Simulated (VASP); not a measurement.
Crystal: Cd.

```
CELL_PARAMETERS angstrom
2.97887 0.00000 0.00000
-1.48944 2.57978 0.00000
0.00000 0.00000 5.61765
ATOMIC_POSITIONS crystal
Cd 0.33333 0.66667 0.25000
Cd 0.66667 0.33333 0.75000
```

```yaml
Program: VASP 6.6.1
Task: relaxation of cell and atoms
Functional: r2SCAN
Potentials_or_basis: VASP PAW PBE potentials, release 64 (Cd)
Cutoff: 600 eV
k_mesh: 15 × 15 × 7
Occupations: methfessel-paxton, width 0.1 eV
Spin: no spin polarisation
```

At the start: pressure 0.6 GPa; volume 21.59 Å³/atom.

Problem. Where does the relaxation end?

Solution. Over 7 steps the energy falls by 4.1 meV/atom and the volume is 22.12 Å³/atom (+2.5 %); space group P6_3/mmc (No. 194, to 0.05 Å).

The path:
```
step  energy change (eV)  largest force (eV/Å)  pressure (GPa)  volume (Å³)
   1              0.0000                0.0000            0.64        43.17
   2             -0.0035                0.0000            0.04        43.71
   3             -0.0055                0.0000           -0.76        44.55
   4             -0.0073                0.0000           -0.59        44.58
   5             -0.0077                0.0000           -0.43        44.61
   6             -0.0081                0.0000           -0.24        44.42
   7             -0.0083                0.0000           -0.05        44.24
```

Final structure:
```
Cd
1.0
     2.96644    0.00000    0.00000
    -1.48322    2.56901    0.00000
     0.00000    0.00000    5.80563
Cd
2
Direct
  0.33333 0.66667 0.25000
  0.66667 0.33333 0.75000
```

Caveat: the PAW data sets were made with another functional, which shifts forces and pressure a little.
